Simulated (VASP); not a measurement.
```xyz
2
Lattice="0.0000 1.8298 1.8298 1.8298 0.0000 1.8298 1.8298 1.8298 0.0000" Properties=species:S:1:pos:R:3 pbc="T T T"
C      0.0000     0.0000     0.0000
C      0.9149     0.9149     0.9149
```

Calculation: PBE GGA, VASP's PBE PAW potentials (set 64) (plane waves; VASP). Settings: PREC = Normal, 500 eV cut-off, 4×4×4 Γ-centred mesh, Gaussian smearing of 0.010 eV, potentials C_GW_new.

### Question
Give the stress tensor in GPa (positive for a compressed cell).

### Answer

```
-27.08    0.00    0.00
  0.00  -27.08    0.00
  0.00    0.00  -27.08
```
The pressure is its mean diagonal, -27.08 GPa.

The compound is C in the diamond structure. This cell is one point of a volume scan, at 1.08 of the reference volume. The k-mesh is coarse (spacing up to 0.74 per Å, 2π included), so the numbers may not be converged in it.
